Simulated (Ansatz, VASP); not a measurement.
One calculation of WO, two programs

```
CELL_PARAMETERS angstrom
0.00000 2.41288 2.41288
2.41288 0.00000 2.41288
2.41288 2.41288 0.00000
ATOMIC_POSITIONS crystal
W 0.00000 0.00000 0.00000
O 0.25000 0.25000 0.25000
```

Alike in both runs: task single point; functional PBE; k mesh 10 × 10 × 10; occupations gaussian, width 0.02 eV; collinear spin; Hubbard terms W d U = 6.2 eV.

|  | VASP | Ansatz |
| --- | --- | --- |
| version | VASP 6.6.1 | Ansatz 0.2.0 |
| potentials or method | VASP PAW PBE potentials, release 64 (W_sv, O) | scalar-relativistic, plane waves, PAW |
| plane-wave cutoff (eV) | 520 | 420 |
| valence electrons in the cell | 20 | 20 |

|  | VASP | Ansatz | Ansatz less VASP |
| --- | --- | --- | --- |
| gap on the k mesh at the Fermi level (eV) | 0.62 | 1.15 | +0.534 |
| least direct gap on the mesh (eV) | 1.09 | 1.45 | +0.353 |
| pressure (GPa) | 5.8 | 0.0 | -5.79 |
| net moment per atom (μB) | 1.00 | 1.00 | 0.000 |
| size of the moment on the site where the two differ most (μB) | 1.72 | 1.03 | -0.692 |

Site moments also hang on the region over which each program counts them. The programs project onto different local orbitals, so the same U acts differently.

Caveats: spin-orbit coupling is left out, which moves the levels of the heavy elements. The state reached can hang on the start; a lower one may exist. A k mesh can miss the band edges.
